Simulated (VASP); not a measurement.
## Li3TmCu2: single point with PBE

Li3TmCu2:

```
Li Tm Cu
1.0
     4.10115    0.00000    0.00000
    -2.05058    3.55170    0.00000
     0.00000    0.00000    6.50672
Li Tm Cu
3 1 2
Direct
  0.33330 0.66670 0.64300
  0.66670 0.33330 0.35700
  0.00000 0.00000 0.50000
  0.00000 0.00000 0.00000
  0.33330 0.66670 0.24612
  0.66670 0.33330 0.75388
```

The cell was built by a generator and needn't be a form met in nature.

* Program: VASP 6.6.1
* Task: single point
* Functional: PBE
* Potentials or basis: VASP PAW PBE potentials, release 64 (Li_sv, Tm, Cu)
* Cutoff: 520 eV
* k mesh: 6 × 6 × 4
* Occupations: fermi-dirac, width 0.1 eV
* Spin: collinear spin, twin_end start
* Starting moments: [-0.0, -0.0, -0.0, 1.5, -0.0, -0.0] μB
* Dipole correction: no
* Further INCAR settings: ALGO = Normal; EDIFF = 1e-07; NBANDS = 40

```yaml
Largest_force: 0.217 eV/Å
Band_gap_on_the_k_mesh: none (metal or under the smearing width)
Net_moment: 1.34 μB per cell
Site_moments: Li -0.00; Tm +1.35; Cu -0.00 μB
Valence_electrons_inside_the_program's_atomic_spheres: Li 2.12, 2.11; Tm 21.03; Cu 9.98
```

Forces on the atoms (eV/Å):
```
Li   0.001 -0.001  0.078
Li  -0.001  0.001 -0.078
Li   0.000  0.000  0.000
Tm   0.000  0.000  0.000
Cu   0.001 -0.001  0.217
Cu  -0.001  0.001 -0.217
```

Levels at points of the mesh, in eV from the Fermi level:
Spin up:
| k point | band 26 | band 27 | band 28 | band 29 | band 30 | band 31 |
| --- | --- | --- | --- | --- | --- | --- |
| (0.00, 0.00, 0.00) | -1.21 | -1.20 | 1.68 | 1.68 | 3.42 | 3.90 |
| (0.50, 0.00, 0.00) | -1.21 | -1.20 | -0.17 | 0.52 | 0.78 | 1.07 |
| (0.50, 0.50, 0.00) | -1.21 | -1.20 | -0.17 | 0.52 | 0.78 | 1.07 |
| (0.00, 0.00, 0.50) | -1.20 | 0.32 | 1.84 | 1.97 | 1.97 | 3.43 |
| (0.50, 0.00, 0.50) | -1.21 | -1.21 | -1.16 | 0.40 | 0.68 | 2.14 |
| (0.50, 0.50, 0.50) | -1.21 | -1.21 | -1.16 | 0.40 | 0.68 | 2.14 |
Spin down:
```tsv
k point	band 23	band 24	band 25	band 26	band 27	band 28	band 29	band 30	band 31	band 32
(0.00, 0.00, 0.00)	-0.53	-0.52	-0.07	-0.04	-0.04	1.72	1.72	3.49	3.99	3.99
(0.50, 0.00, 0.00)	-0.53	-0.52	-0.21	-0.06	-0.01	0.05	0.54	0.83	1.12	1.78
(0.50, 0.50, 0.00)	-0.53	-0.52	-0.21	-0.06	-0.01	0.05	0.54	0.83	1.12	1.78
(0.00, 0.00, 0.50)	-0.52	-0.07	-0.04	-0.04	0.35	1.87	2.02	2.02	3.48	3.48
(0.50, 0.00, 0.50)	-0.55	-0.52	-0.50	-0.03	-0.03	0.01	0.40	0.71	2.18	3.33
(0.50, 0.50, 0.50)	-0.55	-0.52	-0.50	-0.03	-0.03	0.01	0.40	0.71	2.18	3.33
```

It took 41 min on 1 thread of AMD EPYC 7571, on a shared host, peak memory 0.43 GiB.

Caveat: the magnetic or orbital state may not be the lowest; spin-orbit coupling is left out, which moves the levels of the heavy elements; without U or exact exchange the open f shell lies at the Fermi level, which spoils levels, moments and volumes. The state reached can hang on the start; a lower one may exist.
